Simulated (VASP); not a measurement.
Given:

```xyz
2
Lattice="3.0264 0.0000 0.0000 0.0000 3.0264 0.0000 0.0000 0.0000 3.0264" Properties=species:S:1:pos:R:3 pbc="T T T"
Al     1.5132     1.5132     1.5132
Ru     0.0000     0.0000     0.0000
```

The numbers are results of r2SCAN meta-GGA, VASP's PBE PAW potentials (set 64) (plane waves; VASP), not measurements. Settings: 480 eV cut-off, 12×12×12 Γ-centred mesh, first-order Methfessel-Paxton smearing of 0.10 eV, potentials Al Ru_pv.

Give the stress tensor in GPa (positive for a compressed cell).

```
-8.92   0.00   0.00
 0.00  -8.92   0.00
 0.00   0.00  -8.92
```
The pressure is its mean diagonal, -8.92 GPa.

The compound is RuAl in the CsCl type structure. This cell was strained or had an atom moved on purpose. The electron count is odd and the run is not spin-polarised, which forces a metal.
